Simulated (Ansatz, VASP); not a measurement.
# Cross-check of MgAu between VASP and Ansatz

Aim: how closely do two programs agree when they are given the same cell, functional and k mesh? The cell is taken from a series of runs on this material, whose earlier steps may have relaxed, scaled, displaced or heated it; both programs get it as it stands.

Method: plane waves, with VASP 6.6.1 beside it; relaxation of cell and atoms at PBEsol and zone-centre phonons at PBEsol, in Ansatz 0.2.0.

**1. Set-up**

The structure is cubic, space group Pm-3m (No. 221). Conventional cell: a = 3.258 Å, b = 3.258 Å, c = 3.258 Å, α = 90.00°, β = 90.00°, γ = 90.00°. Mg has 8 Au at 2.82 Å nearest. Nearest to Au lie 8 Mg at 2.82 Å. Farther neighbours are not listed.

**2. Ansatz: relaxation of cell and atoms, PBEsol**

Ansatz runs on its PAW soft_1 files.

The relaxed volume is the usual yardstick between codes: in a stiff, nearly cubic crystal its relative difference is about their pressure difference at one cell divided by the bulk modulus.

input.yaml

```yaml
crystal:
  lattice:
    - [3.2581449078, 0.0, 0.0]
    - [0.0, 3.2581449078, 0.0]
    - [0.0, 0.0, 3.2581449078]
  atoms:
    - { symbol: Mg, position: [0.5, 0.5, 0.5] }
    - { symbol: Au, position: [0.0, 0.0, 0.0] }
kpoints:
  mp_grid: { grid: [16, 16, 16] }
hamiltonian:
  xc: pbesol
  pseudopotentials: { kind: paw, azcp: { folder: soft_1 }, xc_functional: pbe }
scf:
  occupations: { method: methfessel_paxton, width: 0.2 }
output:
  forces: true
  stress: true
  eigenvalues: true
relax:
  adjacent_minimum: "off"
  f_tol: 0.001
  max_steps: 60
  cell: { stress_tol: 0.01 }
```

On the command line:

```
$ ansatz run input.yaml --threads 4 --pin off --max-ram 10240MiB --backend cpu --events-out ev --progress --plain --runs-dir out
```

Numbers of over 12 decimals in the logs are rounded to 6 here.

Log:

```text
Engine: ansatz 0.2.0, aarch64-unknown-linux-gnu
Pseudopotentials: kind: paw
Pseudopotential: Mg, paw, valence charge 10, recommended cutoff 420 eV (normal), soft_1/Mg.paw.azcp
Pseudopotential: Au, paw, valence charge 19, recommended cutoff 420 eV (normal), soft_1/Au.paw.azcp
Functional definition: PBEsol
  exchange = pbesol_x
  correlation = pbesol_c
Crystal: 2 atoms, lattice volume = 34.587 Å³
Basis set: ecut = 420 eV, 691 PW (Γ), exchange–correlation on 48×48×48 points (8 copies of the dense FFT grid, shifted against one another)
Bands: 19, of which v1, the nominal top of the filled ones, is band 15 counted from 1 (14 counted from 0)
Symmetry: 48 space group operations
Space group: Pm-3m (ITA 221), of the structure as read, at distance tolerance 3.3e-5 Å
k-points: 165 of 4096
Non-local potential: Mg, projectors of the file, l = 0: 3, l = 1: 2, l = 2: 1
Non-local potential: Au, projectors of the file, l = 0: 3, l = 1: 2, l = 2: 2, l = 3: 1
PAW form: soft (Blöchl's): semilocal exchange-correlation on the pseudo side does not see the compensation charge
PAW frozen core: Mg, regenerated for the run's functional, and the local potential with it (the file was generated under x = pbe(κ = 0.804, μ = 0.219515), c = pbe(β = 0.066725))
PAW frozen core: Au, regenerated for the run's functional, and the local potential with it (the file was generated under x = pbe(κ = 0.804, μ = 0.219515), c = pbe(β = 0.066725))
PAW one-centre angular grid: Mg, 110 points (default); XC on 64 Gauss nodes
PAW one-centre angular grid: Au, 590 points (default); XC on 64 Gauss nodes
Initial density: superposition of atomic densities (chi_scale 0.1, normalization cell, long waves kept (reshape's long-wave potential 0.00 eV rms))
Initial wavefunctions: pseudopotential atomic-orbital guess
Functional: x = pbesol(κ = 0.804, μ = 0.123457), c = pbesol(β = 0.046)
SCF iter   1: F=—  HF=-14925.392160 eV  |F-HF|=—  |Δ(HF+E_count)|=         —  Δρ=1.63e-1  dr2=1.35e1  ethr=3.10e-3  ⟨swp⟩=5.1  Hψ=13613  notcnv=0
preconditioner: auto → none  [metal: Δε(μ)=0.046 eV  Ē_g=9.216 eV  σ=0.200 eV  W_gap=0.19  n_scr=6 (ndim 8)  ℏωp=22.8 eV  f_vac=0.000  D(μ)=0.76/eV (n_scr^D=6)  sad-step TF]
SCF iter   2: F=—  HF=-14923.672589 eV  |F-HF|=—  |Δ(HF+E_count)|=    1.72e0  S|Δr|=    0.00e0  Δρ=1.04e-1  dr2=6.12e0  ethr=3.10e-3  ⟨swp⟩=2.6  Hψ=6646  notcnv=0  defer=41
SCF iter   3: F=—  HF=-14922.129431 eV  |F-HF|=—  |Δ(HF+E_count)|=    1.54e0  S|Δr|=    0.00e0  Δρ=1.37e-2  dr2=1.33e-1  ethr=3.10e-3  ⟨swp⟩=3.5  Hψ=6068  notcnv=0  defer=43
SCF iter   4: F=—  HF=-14922.089972 eV  |F-HF|=—  |Δ(HF+E_count)|=   3.95e-2  S|Δr|=    0.00e0  Δρ=1.10e-3  dr2=1.90e-4  ethr=4.57e-4  ⟨swp⟩=2.0  Hψ=5107  notcnv=0  defer=52
SCF iter   5: F=—  HF=-14922.090123 eV  |F-HF|=—  |Δ(HF+E_count)|=   1.51e-4  S|Δr|=    0.00e0  Δρ=4.59e-4  dr2=6.69e-5  ethr=6.54e-7  ⟨swp⟩=2.0  Hψ=5335  notcnv=0  defer=52
SCF iter   6: F=—  HF=-14922.090064 eV  |F-HF|=—  |Δ(HF+E_count)|=   5.95e-5  S|Δr|=    0.00e0  Δρ=7.03e-5  dr2=2.41e-6  ethr=2.31e-7  ⟨swp⟩=3.0  Hψ=5710  notcnv=0  defer=52
SCF iter   7: F=-14922.090063 eV  HF=-14922.090063 eV  |F-HF|=2.77e-9  |Δ(HF+E_count)|=   6.52e-7  S|Δr|=    0.00e0  Δρ=5.18e-6  dr2=5.23e-9  ethr=3.45e-10  ⟨swp⟩=5.5  Hψ=15759  notcnv=0
SCF 1 converged in 7 iterations: F = -14922.090063 eV  dr2 = 5.23e-9
  greatest PAW one-centre occupation: 1.000 electrons in one spin orbital (limit 2), on the Au atom at site 1 (counted from 0), in its partial waves of l = 0
relax step   1: F+E_penalty+E_count = -14922.09006313 eV  Δ(F+E_penalty+E_count) = +0.000e0 eV  max|allowed force component| = 9.532e-30 eV/Å  Δτ_max = 0.0000 Å  P = -0.062 GPa  Ω = 34.587 Å³  (7 SCF iters, dr2 threshold 1.00e-7 eV, accepted)
[...]
relax step   2: F+E_penalty+E_count = -14922.09007285 eV  Δ(F+E_penalty+E_count) = -9.728e-6 eV  max|allowed force component| = 2.800e-29 eV/Å  Δτ_max = 0.0000 Å  P = +0.042 GPa  Ω = 34.548 Å³  energy of the carried Pulay correction = +7.257e-6 eV  (4 SCF iters, dr2 threshold 9.64e-9 eV, accepted)
[...]
relax step   3: F+E_penalty+E_count = -14922.09007200 eV  Δ(F+E_penalty+E_count) = +8.592e-7 eV  max|allowed force component| = 2.038e-30 eV/Å  Δτ_max = 0.0000 Å  P = -0.000 GPa  Ω = 34.564 Å³  energy of the carried Pulay correction = +4.329e-6 eV  (4 SCF iters, dr2 threshold 4.42e-9 eV, accepted)
[...]
relax step   4: F+E_penalty+E_count = -14922.09006466 eV  Δ(F+E_penalty+E_count) = +7.338e-6 eV  max|allowed force component| = 7.724e-30 eV/Å  Δτ_max = 0.0000 Å  P = +0.000 GPa  Ω = 34.564 Å³  stress off target by 7.68e-5 GPa  SCF on the basis re-selected at this cell (its energy is not comparable with the rows above)  (5 SCF iters)
basis re-selected at this cell: Δ(F+E_penalty+E_count) = +7.338e-6 eV, ΔP = +0.000 GPa vs the last step (what re-selecting the basis moved, of the pressure what is left beyond the Pulay correction that the steps carried, after the strain that the cell walked since its last selection, with what the two solves' SCF thresholds leave and, on support functions, any second-order correction that the steps lacked; it is no m [...]
SCF converged after 5 iterations
Stability not checked: this state was not tested for a lower state beside it, because cold or Methfessel-Paxton smearing, or corrected tetrahedra, fill the levels in a way that the test cannot read (fill_not_monotonic; see scf.lower_state_search)
Free energy (F): -14922.090065 eV
Harris-Foulkes:  -14922.090065 eV  (|F-HF|=5.46e-12)
Internal energy: -14922.090200 eV  (E = F + TS)
E sigma→0 (E₀):  -14922.090098 eV
Entropy (-TS):   0.000135 eV (0.068 meV/atom)
Fermi energy:    14.154705 eV
--- Per-component energies (eV) ---
  E_band       = -610.412901
  E_kinetic    = 649.105553
  E_local      = -3543.752522  (includes V_loc(G=0)·N_el)
  E_nonlocal   = 294.869632
  E_hartree    = 1362.831181
  E_xc         = -241.676856
  E_vxc        = -296.826461  (∫ρ·V_xc dr)
  E_paw        = -9879.239144  (= ΣΔE_a)
  E_vpaw       = -439.472903  (= ΣTr[D̂ρ^β])
  E_aug_tail   = 0.001439  (compensation charges beyond the density's cutoff)
  E_ewald      = -3564.597872
  E_core_change = 0.368389  (= ΣΔE_core)
  E_smearing   = 0.000135  (= −TS)
  E_closure    = 0.000000  (closes the sum)
  Σ components = -14922.090065   (vs F -14922.090065, Δ=0.00e0)
--- Forces (eV/Å), atoms counted from 1 ---
  atom   1  Mg     0.00000000    -0.00000000     0.00000000
  atom   2  Au    -0.00000000    -0.00000000     0.00000000
  max |Σ_I F_I| component: 1.61e-29 eV/Å
--- Stress (GPa, compression-positive) ---
        0.000077       0.000000      -0.000000
        0.000000       0.000077      -0.000000
       -0.000000      -0.000000       0.000077
  P = ⅓ Tr σ = 0.0001 GPa (0.001 kbar)
--- Band table (eV; the first three rows and the last of 165) ---
  k-point 0: bands = [... 11 lower, 10.1632, 10.1632, 10.1632, 19.5988, 19.5988, 19.5988, 23.1107, 23.1107]
  k-point 1: bands = [... 11 lower, 10.1328, 10.1328, 10.1665, 19.0165, 19.6855, 19.6855, 23.0530, 23.4389]
  k-point 2: bands = [... 11 lower, 10.0482, 10.0482, 10.1762, 17.8264, 19.9377, 19.9377, 22.8899, 23.7790]
  k-point 164: bands = [... 11 lower, 10.9391, 10.9391, 16.1479, 16.1479, 16.1479, 16.7367, 19.0379, 20.2756]
--- Relaxed structure (3 steps of the walk, 3 accepted, 1 SCFs on fresh bases) ---
  F+E_penalty+E_count = -14922.09006466 eV   max|allowed force component| = 7.724e-30 eV/Å   (the final SCF, on the basis selected at the relaxed cell)
  cell:  # Å, volume = 34.5636 Å³
    - [3.257413, 0, 0]
    - [0, 3.257413, 0]
    - [0, 0, 3.257413]
  atoms:
    - { symbol: Mg, position: [0.5, 0.5, 0.5] }
    - { symbol: Au, position: [0, 0, 0] }
```

**3. VASP: relaxation of cell and atoms, PBEsol**

The same cell, functional, mesh and smearing now go to VASP, with its own data sets.

Lines of VASP's logs that name or quote its potential files are left out, and so is its time.

INCAR

```
SYSTEM = MgAu
PREC = Accurate
ENCUT = 600
EDIFF = 1E-07
NELM = 120
ISMEAR = 1
SIGMA = 0.2
LREAL = .FALSE.
ALGO = Normal
GGA = PS
NBANDS = 12
LASPH = .TRUE.
LORBIT = 11
LWAVE = .FALSE.
LCHARG = .FALSE.
ISIF = 3
IBRION = 2
NSW = 80
EDIFFG = -0.005
GGA_COMPAT = .FALSE.
NELMIN = 4
KPAR = 2
```

POSCAR

```
MgAu
1.0
    3.2581450000      0.0000000000      0.0000000000
    0.0000000000      3.2581450000      0.0000000000
    0.0000000000      0.0000000000      3.2581450000
Mg Au
1 1
Direct
    0.4999998465      0.4999998465      0.4999998465
    0.0000000000      0.0000000000      0.0000000000
```

KPOINTS

```
Automatic mesh
0
Gamma
16 16 16
0 0 0
```

Potentials, in the order of the species: Mg and Au (PBE family, release 64).

On the command line:

```
$ mpirun -np 2 vasp_std
```

Log:

```text
[banner, memory and clock lines left out]
running    2 mpi-ranks, on    1 nodes
 distrk:  each k-point on    1 cores,    2 groups
 distr:  one band on    1 cores,    1 groups

 POSCAR found type information on POSCAR MgAu
 POSCAR found :  2 types and       2 ions
|                                                                             |
|               ----> ADVICE to this user running VASP <----                  |
|                                                                             |
|     You enforced a specific xc type in the INCAR file but a different       |
|     [... a line on the potential file left out ...]
|     I HOPE YOU KNOW WHAT YOU ARE DOING!                                     |
|                                                                             |

 LDA part: xc-table for (Slater+PW92), standard interpolation
 POSCAR, INCAR and KPOINTS ok, starting setup
 FFT: planning ... GRIDC
 FFT: planning ... GRID_SOFT
 FFT: planning ... GRID
 WAVECAR not read
 entering main loop
       N       E                     dE             d eps       ncg     rms          rms(c)
DAV:   1     0.557236854744E+02    0.55724E+02   -0.62683E+03  4064   0.102E+03
DAV:   2    -0.633970338133E+01   -0.62063E+02   -0.57296E+02  4376   0.190E+02
DAV:   3    -0.749717165626E+01   -0.11575E+01   -0.11536E+01  4808   0.253E+01
DAV:   4    -0.750149853045E+01   -0.43269E-02   -0.43266E-02  4272   0.184E+00
DAV:   5    -0.750153639628E+01   -0.37866E-04   -0.37866E-04  4832   0.181E-01    0.585E+00
DAV:   6    -0.689491541967E+01    0.60662E+00   -0.29384E+00  4248   0.146E+01    0.281E+00
DAV:   7    -0.687060623334E+01    0.24309E-01   -0.27888E-02  4240   0.171E+00    0.155E+00
DAV:   8    -0.685655560605E+01    0.14051E-01   -0.63458E-03  4476   0.567E-01    0.102E-01
DAV:   9    -0.685651257228E+01    0.43034E-04   -0.18715E-04  4556   0.110E-01    0.434E-02
DAV:  10    -0.685651253164E+01    0.40637E-07   -0.54952E-06  4532   0.237E-02    0.412E-03
DAV:  11    -0.685651243391E+01    0.97737E-07   -0.66797E-08  3232   0.237E-03
   1 F= -.68565124E+01 E0= -.68565569E+01  d E =-.685651E+01
 curvature:   0.00 expect dE= 0.000E+00 dE for cont linesearch  0.000E+00
 trial: gam= 0.00000 g(F)=  0.000E+00 g(S)=  0.187E-03 ort = 0.000E+00 (trialstep = 0.100E+01)
 search vector abs. value=  0.187E-03
 bond charge predicted
       N       E                     dE             d eps       ncg     rms          rms(c)
DAV:   1    -0.685885095851E+01   -0.23384E-02   -0.34914E-02  4148   0.182E+00    0.301E-01
DAV:   2    -0.685659106262E+01    0.22599E-02   -0.98774E-03  4136   0.884E-01    0.909E-02
DAV:   3    -0.685657385906E+01    0.17204E-04   -0.58679E-05  4180   0.705E-02    0.556E-02
DAV:   4    -0.685656767963E+01    0.61794E-05   -0.23293E-05  4248   0.232E-02    0.400E-03
DAV:   5    -0.685656783357E+01   -0.15395E-06   -0.65043E-07  4452   0.641E-03    0.287E-03
DAV:   6    -0.685656797499E+01   -0.14142E-06   -0.45549E-08  2352   0.179E-03    0.130E-04
DAV:   7    -0.685656798037E+01   -0.53835E-08   -0.65739E-09  2112   0.697E-04
   2 F= -.68565680E+01 E0= -.68566203E+01  d E =-.555465E-04
 trial-energy change:   -0.000056  1 .order   -0.000052   -0.000187    0.000084
 step:   0.7086(harm=  0.6914)  dis= 0.00000  next Energy=    -6.856580 (dE=-0.676E-04)
 bond charge predicted
       N       E                     dE             d eps       ncg     rms          rms(c)
DAV:   1    -0.685677403448E+01   -0.20606E-03   -0.29619E-03  4144   0.530E-01    0.882E-02
DAV:   2    -0.685658370644E+01    0.19033E-03   -0.82607E-04  4144   0.256E-01    0.270E-02
DAV:   3    -0.685658160838E+01    0.20981E-05   -0.49749E-06  4140   0.204E-02    0.167E-02
DAV:   4    -0.685658010606E+01    0.15023E-05   -0.19691E-06  4248   0.675E-03    0.115E-03
DAV:   5    -0.685658008781E+01    0.18246E-07   -0.55043E-08  2648   0.192E-03
   3 F= -.68565801E+01 E0= -.68566302E+01  d E =-.676539E-04
 curvature:  -0.34 expect dE=-0.815E-07 dE for cont linesearch -0.815E-07
 trial: gam= 0.00000 g(F)=  0.216E-48 g(S)=  0.236E-06 ort =-0.665E-05 (trialstep = 0.942E+00)
 search vector abs. value=  0.236E-06
 reached required accuracy - stopping structural energy minimisation
```

OUTCAR, selected parts (step 3):

```text
ion  position               nearest neighbor table
   1  0.500  0.500  0.500-   2 2.82   2 2.82   2 2.82   2 2.82   2 2.82   2 2.82   2 2.82   2 2.82

  LATTYP: Found a simple cubic cell.
 ALAT       =     3.2581450000

 Subroutine GETGRP returns: Found 48 space group operations
 (whereof 48 operations were pure point group operations)

The static configuration has the point symmetry O_h .

 Found    165 irreducible k-points:

   k-points           NKPTS =    165   k-points in BZ     NKDIM =    165   number of bands    NBANDS=     12

   dimension x,y,z NGX =    28 NGY =   28 NGZ =   28
   dimension x,y,z NGXF=    56 NGYF=   56 NGZF=   56

   ENCUT  =  600.0 eV  44.10 Ry    6.64 a.u.   6.51  6.51  6.51*2*pi/ulx,y,z

   NELECT =      13.0000    total number of electrons

 k-points in reciprocal lattice and weights: Automatic mesh
   0.00000000  0.00000000  0.00000000       0.000
   0.06250000  0.00000000  0.00000000       0.001
   0.12500000  0.00000000  0.00000000       0.001
   0.18750000  0.00000000  0.00000000       0.001
   0.25000000  0.00000000  0.00000000       0.001
   0.31250000  0.00000000  0.00000000       0.001
   0.37500000  0.00000000  0.00000000       0.001
   0.43750000  0.00000000  0.00000000       0.001
   0.50000000  0.00000000  0.00000000       0.001
[...]
0.50000000  0.50000000  0.43750000       0.001
   0.50000000  0.50000000  0.50000000       0.000

 average (electrostatic) potential at core
       1 -34.4163       2 -67.2402

 E-fermi :   6.7413

 k-point     1 :       0.0000    0.0000    0.0000
  band No.  band energies     occupation
    ...
      2       0.9473      2.00000
      3       0.9473      2.00000
      4       2.7337      2.00000
      5       2.7337      2.00000
      6       2.7337      2.00000
      7      12.1989      0.00000
      8      12.1989      0.00000
      9      12.1989      0.00000
     10      15.7146      0.00000
     11      15.7146      0.00000
    ...

 k-point     2 :       0.0625    0.0000    0.0000
  band No.  band energies     occupation
    ...
      2       0.9578      2.00000
      3       0.9774      2.00000
      4       2.7034      2.00000
      5       2.7034      2.00000
      6       2.7371      2.00000
      7      11.6159      0.00000
      8      12.2855      0.00000
      9      12.2855      0.00000
     10      15.6567      0.00000
     11      16.0468      0.00000
    ...

 k-point     3 :       0.1250    0.0000    0.0000
  band No.  band energies     occupation
    ...
      2       0.9877      2.00000
      3       1.0659      2.00000
      4       2.6187      2.00000
      5       2.6187      2.00000
      6       2.7467      2.00000
      7      10.4238     -0.00000
      8      12.5373      0.00000
      9      12.5373      0.00000
     10      15.4928      0.00000
     11      16.3957      0.00000
    ...

  Total        0.0018073      0.0018073      0.0018073     -0.0000000     -0.0000000      0.0000000
  in kB        0.0839384      0.0839384      0.0839384     -0.0000000     -0.0000000      0.0000000
  external PRESSURE =       0.0839384 kB  Pullay stress =       0.0000000 kB

  energy-cutoff  :      600.00
  volume of cell :       34.50
      direct lattice vectors                 reciprocal lattice vectors
     3.255313416 -0.000000000  0.000000000     0.307190083  0.000000000  0.000000000
    -0.000000000  3.255313416  0.000000000     0.000000000  0.307190083  0.000000000
    -0.000000000 -0.000000000  3.255313416    -0.000000000 -0.000000000  0.307190083

 POSITION                                       TOTAL-FORCE (eV/Angst)
 -----------------------------------------------------------------------------------
      1.62766      1.62766      1.62766        -0.000000     -0.000000      0.000000
      0.00000      0.00000      0.00000         0.000000      0.000000      0.000000
 -----------------------------------------------------------------------------------
    total drift:                               -0.000022     -0.000022     -0.000022

  FREE ENERGIE OF THE ION-ELECTRON SYSTEM (eV)
  ---------------------------------------------------
  free  energy   TOTEN  =        -6.8565800878 eV

  energy  without entropy=       -6.8567303643  energy(sigma->0) =       -6.85663018

 reached required accuracy - stopping structural energy minimisation

 total charge
# of ion       s       p       d       tot
------------------------------------------
    1        0.178   0.155   0.032   0.364
    2        0.696   0.353   8.683   9.731
--------------------------------------------------
tot          0.874   0.507   8.715  10.096

[... 3 further parts left out ...]
```

CONTCAR:

```
MgAu
   1.00000000000000
     3.2553134158638883   -0.0000000000000000    0.0000000000000000
    -0.0000000000000000    3.2553134158638883    0.0000000000000000
    -0.0000000000000000   -0.0000000000000000    3.2553134158638883
  Mg              Au
     1     1
Direct
     0.4999998465000033    0.4999998465000033    0.4999998465000033
     0.0000000000000000    0.0000000000000000    0.0000000000000000
```

**4. Comparison**

Known differences besides the potentials themselves: the data sets hold 29 valence electrons in Ansatz (on its PAW soft_1 files) and 13 in VASP; the cutoff is 420 eV in Ansatz and 600 eV in VASP; Ansatz makes its cores anew for this functional, VASP keeps those of its PBE data sets; Ansatz adds a Pulay correction to the stress that steers its cell, VASP none. Total energies have different zeros and are not compared.

The two programs side by side:

```csv
quantity,Ansatz,VASP,difference
volume (Å³),34.56,34.50,+0.19 %
"edge a after relaxation, in the typed setting (Å)",3.257,3.255,+0.06 %
```

[end of part 1 of 2]

[Lines on the potential files, build, host, timing and source positions are cut from VASP's logs without a mark.]

[Logs are printed without paths, hosts, clocks, repeated set-up lines and the standing remarks that a program may print on its own settings, such as how far it seeks lower states.]

[Hosts, paths, dates, database ids (printed as entryN), source tags and the programs' standing remarks are cut or masked in the printed files.]
